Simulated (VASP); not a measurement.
The system is Ru.

```
Ru
1.0
     2.70580    0.00000    0.00000
    -1.35290    2.34329    0.00000
     0.00000    0.00000    4.28190
Ru
2
Direct
  0.33333 0.66667 0.25000
  0.66667 0.33333 0.75000
```

```yaml
Program: VASP 6.6.1
Task: relaxation of cell and atoms
Functional: PBEsol
Potentials_or_basis: VASP PAW PBE potentials, release 64 (Ru_pv)
Cutoff: 600 eV
k_mesh: 15 × 15 × 9
Occupations: methfessel-paxton, width 0.1 eV
Spin: no spin polarisation
```

At the start: pressure -6.5 GPa; volume 13.57 Å³/atom.

Question: How do energy, volume and symmetry change on relaxing?

Answer: Over 7 steps the energy falls by 5.4 meV/atom and the volume is 13.32 Å³/atom (-1.9 %); space group P6_3/mmc (No. 194, to 0.05 Å).

Step by step:
```csv
step,energy change (eV),largest force (eV/Å),pressure (GPa),volume (Å³)
1,0.0000,0.0000,-6.50,27.15
2,0.1056,0.0000,25.00,25.04
3,-0.0108,0.0000,-0.16,26.64
4,-0.0108,0.0000,-0.02,26.63
5,-0.0108,0.0000,0.12,26.62
6,-0.0108,0.0000,-0.38,26.65
7,-0.0108,0.0000,-0.04,26.63
```

Final structure:
```xyz
2
Lattice="2.6883 0.0000 0.0000 -1.3441 2.3281 0.0000 0.0000 0.0000 4.2553" Properties=species:S:1:pos:R:3 pbc="T T T"
Ru    0.0000    1.5521    1.0638
Ru    1.3441    0.7760    3.1915
```

Caveat: the PAW data sets were made with another functional, which shifts forces and pressure a little.
